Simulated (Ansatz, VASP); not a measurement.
**Two plane-wave programs on TlAgS2**

The input INCAR:

```
SYSTEM = TlAgS2
PREC = Accurate ; ENCUT = 520
EDIFF = 1E-6 ; ISMEAR = -1
SIGMA = 0.02 ; LREAL = .FALSE.
LASPH = .TRUE. ; NELM = 60
ALGO = Normal ; ISIF = 2
LWAVE = .FALSE. ; LCHARG = .FALSE.
GGA = PE ; NBANDS = 26
```

File KPOINTS:

```
Automatic mesh
0
G
  4 4 4
  0 0 0
```

The input POSCAR:

```
TlAgS2
1.0
    4.1384416178      0.0000000000      0.0000000000
    0.0000000000      4.1384416178      0.0000000000
    0.0000000000      0.0000000000      6.0023381934
Ag S Tl
1 2 1
Direct
    0.0000000000      0.0000000000      0.0000000000
    0.0000000000      0.5000000000      0.2445828520
    0.5000000000      0.0000000000      0.7554171480
    0.5000000000      0.5000000000      0.5000000000
```

Input for Ansatz:

```yaml
crystal:
  lattice:
    - [4.1384416178, 0.0, 0.0]
    - [0.0, 4.1384416178, 0.0]
    - [0.0, 0.0, 6.0023381934]
  atoms:
    - { symbol: Ag, position: [0.0, 0.0, 0.0] }
    - { symbol: S, position: [0.0, 0.5, 0.244582852] }
    - { symbol: Tl, position: [0.5, 0.5, 0.5] }
    - { symbol: S, position: [0.5, 0.0, 0.755417148] }
kpoints:
  mp_grid: { grid: [4, 4, 4] }
hamiltonian:
  xc: pbe
scf:
  occupations: { method: fermi_dirac, width: 0.02 }
  n_extra_bands: 5
output:
  forces: true
  stress: true
  eigenvalues: true
```

The cell was built by a generator and needn't be a form met in nature.

Alike in both runs: task single point; functional PBE; k mesh 4 × 4 × 4; occupations fermi-dirac, width 0.02 eV; no spin polarisation.

|  | VASP | Ansatz |
| --- | --- | --- |
| version | VASP 6.6.1 | Ansatz 0.2.0 |
| potentials or method | VASP PAW PBE potentials, release 64 (Ag, S, Tl_d) | plane waves, PAW |
| plane-wave cutoff (eV) | 520 | 420 |
| valence electrons in the cell | 36 | 44 |

|  | VASP | Ansatz | Ansatz less VASP |
| --- | --- | --- | --- |
| pressure (GPa) | 1.6 | 1.7 | +0.08 |
| largest component of the traceless stress (GPa) | 0.13 | 0.13 | -0.001 |
| rms of the force components (eV/Å) | 0.065 | 0.067 | +0.0023 |

With one functional, cell and mesh, what is left measures potentials, basis and numerics. The two sets of potentials don't hold the same shells in valence.

Caveats: the k mesh is coarse (spacing up to 0.38 Å⁻¹), so the values aren't converged. The runs have no spin-orbit coupling, so splittings on Tl are missing.
